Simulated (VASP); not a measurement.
# Ba2Tl5V3O12 (P-31m) in VASP: relaxation of cell and atoms with PBE

Aim: the relaxation of cell and atoms of Ba2Tl5V3O12 with PBE.

Program: VASP 6.6.1. These are calculated values, not measurements. Logs are shortened: lines on timing, memory, paths and dates and some standing lists are left out, and cuts for length are marked.

## Step 1: The structure

It takes space group P-31m (No. 162, trigonal). The conventional cell has a = 7.795 Å, b = 7.795 Å, c = 8.656 Å, α = 90.00°, β = 90.00°, γ = 120.00°. Ba (site symmetry -3m) is surrounded by 6 O at 3.83 Å and 6 Tl at 3.90 Å and 2 Ba at 4.33 Å. Around Ba (site symmetry -3m) lie 6 O at 3.47 Å and 6 V at 3.90 Å. Around V (site symmetry 2/m) lie 2 O at 2.09 Å and 2 Tl at 2.25 Å. Tl (site symmetry 2/m) has 2 O at 2.25 Å as nearest neighbours. Tl (site symmetry 32) is surrounded by 2 O at 2.05 Å and 3 V at 2.25 Å. Around O (site symmetry 32) lie 3 Tl at 2.25 Å and 2 O at 2.28 Å. Around O (site symmetry m) lie 1 V at 2.09 Å. Around O (site symmetry 3) lie 1 Tl at 2.05 Å and 1 O at 2.28 Å.

The cell was built by a generator and needn't be a form met in nature.

## Step 2: Relaxation of cell and atoms, PBE, collinear spin, ferromagnetic start

Input file INCAR:

```
SYSTEM = Ba2Tl5V3O12
  PREC = Normal
  ENCUT = 520
  EDIFF = 1E-4
  ISMEAR = 0
  SIGMA = 0.15
  LREAL = Auto
  LASPH = .True.
  NELM = 60
  ALGO = Fast
  ISIF = 3
  LWAVE = .False.
  LCHARG = .False.
  ISPIN = 2
  MAGMOM = 0 0 2 2 2 0 0 0 0 0 0 0 0 0 0 0 0 0 0 0 0 0
  LORBIT = 11
  LMAXMIX = 4
  GGA = PE
  IBRION = 2
  NSW = 24
  EDIFFG = -0.08
```

Input file KPOINTS:

```
Automatic mesh
0
Gamma
  2 2 2
  0 0 0
```

Input file POSCAR:

```
Ba2Tl5V3O12
1.0
    7.7952339500      0.0000000000      0.0000000000
   -3.8976169800      6.7508706300      0.0000000000
    0.0000000000      0.0000000000      8.6563993000
Ba V Tl O
2 3 5 12
Direct
    0.0000000000      0.0000000000      0.0000000000
    0.0000000000      0.0000000000      0.5000000000
    0.5000000000      0.0000000000      0.5000000000
    0.0000000000      0.5000000000      0.5000000000
    0.5000000000      0.5000000000      0.5000000000
    0.5000000000      0.0000000000      0.0000000000
    0.0000000000      0.5000000000      0.0000000000
    0.5000000000      0.5000000000      0.0000000000
    0.3333333300      0.6666666700      0.5000000000
    0.6666666700      0.3333333300      0.5000000000
    0.3333333300      0.6666666700      0.0000000000
    0.6666666700      0.3333333300      0.0000000000
    0.3755972900      0.0000000000      0.7144550400
    0.0000000000      0.3755972900      0.7144550400
    0.6244027100      0.6244027100      0.7144550400
    0.0000000000      0.6244027100      0.2855449600
    0.6244027100      0.0000000000      0.2855449600
    0.3755972900      0.3755972900      0.2855449600
    0.3333333300      0.6666666700      0.2636947700
    0.3333333300      0.6666666700      0.7363052300
    0.6666666700      0.3333333300      0.7363052300
    0.6666666700      0.3333333300      0.2636947700
```

Potentials or basis: VASP PAW PBE potentials, release 64 (Ba_sv, V_sv, Tl_d, O).

On the command line:

```bash
$ cat potpaw_PBE.64/Ba_sv/POTCAR potpaw_PBE.64/V_sv/POTCAR potpaw_PBE.64/Tl_d/POTCAR potpaw_PBE.64/O/POTCAR > POTCAR
$ mpirun -np 4 vasp_std > vasp.out
```

OUTCAR:

```text
SYSTEM = Ba2Tl5V3O12
   PREC = Normal
   ENCUT = 520
   EDIFF = 1E-4
   ISMEAR = 0
   LREAL = Auto
   LASPH = .True.
   NELM = 60
   ISIF = 3
   ISPIN = 2
   LORBIT = 11
   GGA = PE
   IBRION = 2
   NSW = 24
   EDIFFG = -0.08

 ion  position               nearest neighbor table
   1  0.000  0.000  0.000-   8 3.90   8 3.90   6 3.90   6 3.90   7 3.90   7 3.90   2 4.33   2 4.33

   2  0.000  0.000  0.500-   1 4.33   1 4.33
   3  0.500  0.000  0.500-  13 2.09  17 2.09   9 2.25  10 2.25
   4  0.000  0.500  0.500-  14 2.09  16 2.09   9 2.25  10 2.25
   5  0.500  0.500  0.500-  15 2.09  18 2.09   9 2.25  10 2.25
   6  0.500  0.000  0.000-  11 2.25  12 2.25  13 2.66  17 2.66   7 3.90   7 3.90   1 3.90   1 3.90
                             8 3.90   8 3.90
   7  0.000  0.500  0.000-  11 2.25  12 2.25  14 2.66  16 2.66   6 3.90   6 3.90   8 3.90   8 3.90
                             1 3.90   1 3.90
   8  0.500  0.500  0.000-  11 2.25  12 2.25  15 2.66  18 2.66   1 3.90   1 3.90   7 3.90   7 3.90
                             6 3.90   6 3.90
   9  0.333  0.667  0.500-  19 2.05  20 2.05   4 2.25   3 2.25   5 2.25
  10  0.667  0.333  0.500-  21 2.05  22 2.05   4 2.25   3 2.25   5 2.25
  11  0.333  0.667  0.000-   7 2.25   6 2.25   8 2.25
  12  0.667  0.333  0.000-   7 2.25   6 2.25   8 2.25
  13  0.376  0.000  0.714-   3 2.09   6 2.66
  14  0.000  0.376  0.714-   4 2.09   7 2.66
  15  0.624  0.624  0.714-   5 2.09   8 2.66
  16  0.000  0.624  0.286-   4 2.09   7 2.66
  17  0.624  0.000  0.286-   3 2.09   6 2.66
  18  0.376  0.376  0.286-   5 2.09   8 2.66
  19  0.333  0.667  0.264-   9 2.05
  20  0.333  0.667  0.736-   9 2.05
  21  0.667  0.333  0.736-  10 2.05
  22  0.667  0.333  0.264-  10 2.05

  LATTYP: Found a hexagonal cell.
 ALAT       =     7.7952339500
 C/A-ratio  =     1.1104733168

  Lattice vectors:

 A1 = (   7.7952339500,   0.0000000000,   0.0000000000)
 A2 = (  -3.8976169800,   6.7508706300,   0.0000000000)
 A3 = (   0.0000000000,   0.0000000000,   8.6563993000)

Analysis of symmetry for initial positions (statically):
=====================================================================
 Subroutine PRICEL returns:
 Original cell was already a primitive cell.

 Routine SETGRP: Setting up the symmetry group for a
 hexagonal supercell.

 Subroutine GETGRP returns: Found 12 space group operations
 (whereof 12 operations were pure point group operations)
 out of a pool of 24 trial point group operations.

The static configuration has the point symmetry D_3d.

Analysis of symmetry for dynamics (positions and initial velocities):
=====================================================================
 Subroutine PRICEL returns:
 Original cell was already a primitive cell.

 Routine SETGRP: Setting up the symmetry group for a
 hexagonal supercell.

 Subroutine GETGRP returns: Found 12 space group operations
 (whereof 12 operations were pure point group operations)
 out of a pool of 24 trial point group operations.

The dynamic configuration has the point symmetry D_3d.

Analysis of structural, dynamic, and magnetic symmetry:
=====================================================================
 Subroutine PRICEL returns:
 Original cell was already a primitive cell.

 Routine SETGRP: Setting up the symmetry group for a
 hexagonal supercell.

 Subroutine GETGRP returns: Found 12 space group operations
 (whereof 12 operations were pure point group operations)
 out of a pool of 24 trial point group operations.

The overall configuration has the point symmetry D_3d.

 Subroutine INISYM returns: Found 12 space group operations
 (whereof 12 operations are pure point group operations),
 and found     1 'primitive' translations

----------------------------------------------------------------------------------------

                                     Primitive cell

  volume of cell :     455.5397

  direct lattice vectors                    reciprocal lattice vectors
     7.795233950  0.000000000  0.000000000     0.128283514  0.074064521  0.000000000
    -3.897616980  6.750870630  0.000000000     0.000000000  0.148129042  0.000000000
     0.000000000  0.000000000  8.656399300     0.000000000  0.000000000  0.115521473

  length of vectors
     7.795233950  7.795233953  8.656399300     0.148129042  0.148129042  0.115521473

  position of ions in fractional coordinates (direct lattice)
[... 104 lines left out ...]
   ISIF   =      3    stress and relaxation
   ISYM   =      2    0-nonsym 1-usesym 2-fastsym
   POTIM  = 0.5000    time-step for ionic-motion
   TEBEG  =    0.0;   TEEND  =   0.0 temperature during run
   PSTRESS=    0.0 pullay stress
   NELECT =     196.0000    total number of electrons
   NUPDOWN=      -1.0000    fix difference up-down
   EMIN   =  10.00;   EMAX   =-10.00  energy-range for DOS
   EFERMI =   0.00;   METHOD = LEGACY
   ISMEAR =     0;   SIGMA  =   0.15  broadening in eV -4-tet -1-fermi 0-gaus
   EFERMI_NEDOS =   21; number of points for ismear=-14 and -15
   IALGO  =     68    algorithm
   IMIX   =      4    mixing-type and parameters
     AMIX     =   0.40;   BMIX     =  1.00
     AMIX_MAG =   1.60;   BMIX_MAG =  1.00
  volume/ion in A,a.u.               =      20.71       139.73
  Fermi-wavevector in a.u.,A,eV,Ry     =   1.235904  2.335520 20.782341  1.527459
  Thomas-Fermi vector in A             =   2.370535
   LORBIT       =     11    0 simple, 1 ext, 2 COOP (PROOUT), +10 PAW based schemes
   GGA     = PE    functional components
   LHFCALC =     F    Hartree Fock is set to
   AEXX    =    0.0000 exact exchange contribution
   IVDW    =     0    specifies the selected vdW correction
   LEPSILON=     F    determine dielectric tensor
   LRPA    =     F    only Hartree local field effects (RPA)
 conjugate gradient relaxation of ions
 spin polarized calculation
 RMM-DIIS sequential band-by-band and
 Gauss-broadening in eV      SIGMA  =   0.15
  energy-cutoff  :      520.00
  volume of cell :      455.54
 maximum number of plane-waves:     12276
   NGX = 29   NGY = 29   NGZ = 33

--------------------------------------- Ionic step        1  -------------------------------------------

 number of electron     196.0000154 magnetization       2.8720312

 Free energy of the ion-electron system (eV)
  ---------------------------------------------------
  ext. energy  EPLUGINS =         0.00000000
  ---------------------------------------------------
  free energy    TOTEN  =       -90.68479142 eV

  energy without entropy =      -90.53528726  energy(sigma->0) =      -90.61003934

------------------------ aborting loop because EDIFF is reached ----------------------------------------

  FORCE on cell =-STRESS in cart. coord.  units (eV):
  Direction    XX          YY          ZZ          XY          YZ          ZX
  --------------------------------------------------------------------------------------
  -------------------------------------------------------------------------------------
  Total       39.5239108     39.5239108    -35.1305504     -0.0000000      0.0000000      0.0000000
  in kB      139.0094331    139.0094331   -123.5575579     -0.0000001      0.0000000      0.0000000
  external PRESSURE =      51.4871028 kB  Pullay stress =       0.0000000 kB
[... 149 lines left out ...]
  FREE ENERGIE OF THE ION-ELECTRON SYSTEM (eV)
  ---------------------------------------------------
  free  energy   TOTEN  =      -101.2811353118 eV

  energy  without entropy=     -101.2027703778  energy(sigma->0) =     -101.24195284

[... ionic steps 4 to 21 ...]

--------------------------------------- Ionic step       22  -------------------------------------------

 number of electron     196.0000168 magnetization       4.9549559

------------------------ aborting loop because EDIFF is reached ----------------------------------------
[... 107 lines left out ...]
--------------------------------------- Ionic step       24  -------------------------------------------

 number of electron     196.0000155 magnetization       4.9544001

 Free energy of the ion-electron system (eV)
  ---------------------------------------------------
  ext. energy  EPLUGINS =         0.00000000
  ---------------------------------------------------
  free energy    TOTEN  =      -109.96238780 eV

  energy without entropy =     -109.82596023  energy(sigma->0) =     -109.89417402

 E-fermi :   1.9497     XC(G=0):  -8.2143

 val. band max:        1.9451981889   @ k =   0.5000   0.0000   0.5000
 cond. band min:       2.0233251602   @ k =   0.5000   0.0000   0.5000
 fundamental gap:      0.0781269713
 Fermi energy:         1.9496713664

 spin component 1

 k-point     1 :       0.0000    0.0000    0.0000
  band No.  band energies     occupation
      1     -62.8541      1.00000
      2     -62.8539      1.00000
      3     -62.8539      1.00000
      4     -36.8499      1.00000
      5     -36.8444      1.00000
      6     -36.8444      1.00000
[... 441 lines left out ...]
    109       3.3958      0.00000
    110       3.4475      0.00000
 Fermi energy:         1.9496713664

 spin component 2

 k-point     1 :       0.0000    0.0000    0.0000
  band No.  band energies     occupation
      1     -61.3226      1.00000
      2     -61.3223      1.00000
      3     -61.3223      1.00000
      4     -35.9948      1.00000
      5     -35.9948      1.00000
      6     -35.9937      1.00000
[... 441 lines left out ...]
    109       3.6694      0.00000
    110       3.7353      0.00000
 [bands above 110 left out]

------------------------ aborting loop because EDIFF is reached ----------------------------------------

  FORCE on cell =-STRESS in cart. coord.  units (eV):
  Direction    XX          YY          ZZ          XY          YZ          ZX
  --------------------------------------------------------------------------------------
  -------------------------------------------------------------------------------------
  Total        0.0685320      0.0685320      0.2530666     -0.0000000      0.0000000      0.0000000
  in kB        0.2057284      0.2057284      0.7596888     -0.0000000      0.0000000      0.0000000
  external PRESSURE =       0.3903818 kB  Pullay stress =       0.0000000 kB
[... 37 lines left out ...]
  FREE ENERGIE OF THE ION-ELECTRON SYSTEM (eV)
  ---------------------------------------------------
  free  energy   TOTEN  =      -109.9623878045 eV

  energy  without entropy=     -109.8259602319  energy(sigma->0) =     -109.89417402

 reached required accuracy - stopping structural energy minimisation

 total charge

# of ion       s       p       d       tot
------------------------------------------
    1        2.053   5.570   0.155   7.779
    2        2.002   5.599   0.238   7.839
    3        2.243   6.313   3.185  11.742
    4        2.243   6.313   3.185  11.742
    5        2.243   6.313   3.185  11.742
    6        1.259   0.152   9.684  11.095
[... 14 lines left out ...]
   21        1.623   3.188   0.000   4.811
   22        1.623   3.188   0.000   4.811
--------------------------------------------------
tot         36.135  70.912  58.429 165.475

 magnetization (x)

# of ion       s       p       d       tot
------------------------------------------
    1        0.016  -0.002  -0.048  -0.034
    2       -0.009   0.004  -0.042  -0.047
    3        0.031   0.018   1.521   1.570
    4        0.031   0.018   1.521   1.570
    5        0.031   0.018   1.521   1.570
    6       -0.007   0.024  -0.001   0.016
[... 14 lines left out ...]
   21        0.002  -0.020   0.000  -0.019
   22        0.002  -0.020   0.000  -0.019
--------------------------------------------------
tot          0.044  -0.503   4.535   4.077
```

It took 16 min on 4 MPI ranks of AMD EPYC 9R14 (Zen 4), shared host; peak memory 0.27 GiB.

What came out:

```
Free energy                                           : -109.9624 eV
Relaxed volume                                        : 24.26 Å³/atom
Relaxed cell                                          : a = 8.891 Å, b = 8.891 Å, c = 7.796 Å, α = 90.00°, β = 90.00°, γ = 120.00°
Space group after relaxing (to 0.05 Å)                : P-31m (No. 162)
Energy gained by relaxing                             : 876.3 meV/atom
Ionic steps                                           : 24
Pressure after relaxing                               : 0.0 GPa
Largest force after relaxing                          : 0.074 eV/Å
Band gap on the k mesh                                : none (metal or under the smearing width)
Net moment                                            : 4.95 μB per cell
Site moments                                          : Ba -0.03, -0.05; V +1.57; Tl +0.02, +0.10; O -0.10, -0.09, -0.02 μB
Valence electrons inside the program's atomic spheres : Ba 7.78, 7.84; V 11.74; Tl 11.10, 11.39; O 4.78, 4.96, 4.81
```

Forces in eV/Å, atoms in the order of the input:
```
Ba   0.000  0.000  0.000
Ba   0.000  0.000  0.000
V    0.000  0.000  0.000
V    0.000  0.000  0.000
V    0.000  0.000  0.000
Tl   0.000  0.000  0.000
Tl   0.000  0.000  0.000
Tl   0.000  0.000  0.000
Tl   0.000  0.000  0.000
Tl   0.000  0.000  0.000
O    0.000  0.000  0.000
O    0.000  0.000  0.000
O   -0.006  0.000 -0.054
O    0.003 -0.005 -0.054
O    0.003  0.005 -0.054
O   -0.003  0.005  0.054
O    0.006  0.000  0.054
O   -0.003 -0.005  0.054
O    0.000  0.000  0.074
O    0.000  0.000 -0.074
O    0.000  0.000 -0.074
O    0.000  0.000  0.074
```

Step by step:
| step | energy change (eV) | largest force (eV/Å) | pressure (GPa) | volume (Å³) |
| --- | --- | --- | --- | --- |
| 1 | 0.0000 | 3.0648 | 5.15 | 455.54 |
| 2 | -9.3467 | 3.0607 | 2.78 | 496.49 |
| 3 | -10.5963 | 8.2719 | 5.91 | 521.21 |
| 4 | -10.9723 | 6.4783 | 4.57 | 513.60 |
| 5 | -14.7666 | 1.9915 | -1.08 | 573.29 |
| 6 | -14.8540 | 1.3830 | -1.81 | 588.02 |
| 7 | -14.8570 | 1.5333 | -1.51 | 584.35 |
| 8 | -15.6021 | 1.0414 | -1.76 | 566.78 |
| 9 | -15.9775 | 1.2295 | -1.18 | 539.16 |
| 10 | -16.3614 | 1.1458 | 2.44 | 513.90 |
| 11 | -16.3616 | 1.1501 | 2.36 | 513.53 |
| 12 | -16.9091 | 0.9229 | 1.34 | 517.04 |
| 13 | -17.3070 | 1.1132 | -0.14 | 522.09 |
| 14 | -17.8766 | 0.8871 | -0.25 | 523.75 |
| 15 | -18.6054 | 1.3213 | -0.36 | 528.70 |
| 16 | -19.0822 | 0.8005 | 0.30 | 527.27 |
| 17 | -19.1590 | 0.6075 | 0.82 | 526.48 |
| 18 | -19.1637 | 0.5545 | 1.07 | 526.22 |
| 19 | -19.2304 | 0.3465 | -0.53 | 535.34 |
| 20 | -19.2309 | 0.2900 | -0.40 | 534.44 |
| 21 | -19.2643 | 0.1519 | -0.13 | 534.44 |
| 22 | -19.2727 | 0.0821 | -0.14 | 534.44 |
| 23 | -19.2732 | 0.1156 | -0.07 | 534.44 |
| 24 | -19.2776 | 0.0736 | 0.04 | 533.72 |

Final structure:
```
Ba V Tl O
1.0
     8.89129    0.00000    0.00000
    -4.44564    7.70008    0.00000
     0.00000    0.00000    7.79560
Ba V Tl O
2 3 5 12
Cartesian
  0.0000 0.0000 0.0000
  0.0000 0.0000 3.8978
  4.4456 0.0000 3.8978
  -2.2228 3.8500 3.8978
  2.2228 3.8500 3.8978
  4.4456 0.0000 0.0000
  -2.2228 3.8500 0.0000
  2.2228 3.8500 0.0000
  0.0000 5.1334 3.8978
  4.4456 2.5667 3.8978
  0.0000 5.1334 0.0000
  4.4456 2.5667 0.0000
  2.8058 0.0000 4.4787
  -1.4029 2.4299 4.4787
  3.0428 5.2702 4.4787
  5.8485 5.2702 3.3169
  1.6399 7.7001 3.3169
  1.4029 2.4299 3.3169
  0.0000 5.1334 1.7775
  0.0000 5.1334 6.0181
  4.4456 2.5667 6.0181
  4.4456 2.5667 1.7775
```

Levels at points of the mesh, in eV from the Fermi level:
Spin up:
```csv
k point,band 96,band 97,band 98,band 99,band 100,band 101,band 102,band 103,band 104,band 105
"(0.00, 0.00, 0.00)",-0.41,-0.41,-0.08,-0.03,-0.03,0.18,0.67,0.80,0.80,1.02
"(0.50, 0.00, 0.00)",-0.34,-0.31,-0.22,-0.21,-0.16,-0.04,0.39,0.58,0.72,0.75
"(0.00, 0.00, 0.50)",-0.55,-0.28,-0.25,-0.06,-0.06,0.07,0.07,0.43,0.43,1.11
"(0.50, 0.00, 0.50)",-0.38,-0.16,-0.15,-0.14,-0.08,-0.08,0.00,0.07,0.52,0.64
```
Spin down:
| k point | band 91 | band 92 | band 93 | band 94 | band 95 | band 96 | band 97 | band 98 | band 99 | band 100 |
| --- | --- | --- | --- | --- | --- | --- | --- | --- | --- | --- |
| (0.00, 0.00, 0.00) | -0.71 | -0.71 | -0.64 | -0.64 | -0.40 | 0.72 | 0.72 | 0.84 | 1.03 | 1.03 |
| (0.50, 0.00, 0.00) | -0.92 | -0.78 | -0.72 | -0.71 | -0.39 | 0.24 | 0.68 | 0.74 | 0.81 | 0.82 |
| (0.00, 0.00, 0.50) | -1.32 | -1.14 | -0.58 | -0.58 | -0.22 | -0.22 | 0.56 | 0.56 | 1.01 | 1.04 |
| (0.50, 0.00, 0.50) | -1.39 | -1.37 | -0.55 | -0.48 | -0.42 | -0.24 | 0.15 | 0.48 | 0.80 | 0.99 |

Caveat: the k mesh is coarse (spacing up to 0.47 Å⁻¹), so the values aren't converged; the volume moved by over 15 % at a fixed basis, so the end points are rough; semilocal functionals often make such compounds metallic where correlation or magnetic order opens a gap, which also shifts bond lengths; the relaxation stopped at a loose force limit of 0.08 eV/Å, so its end isn't a converged minimum.
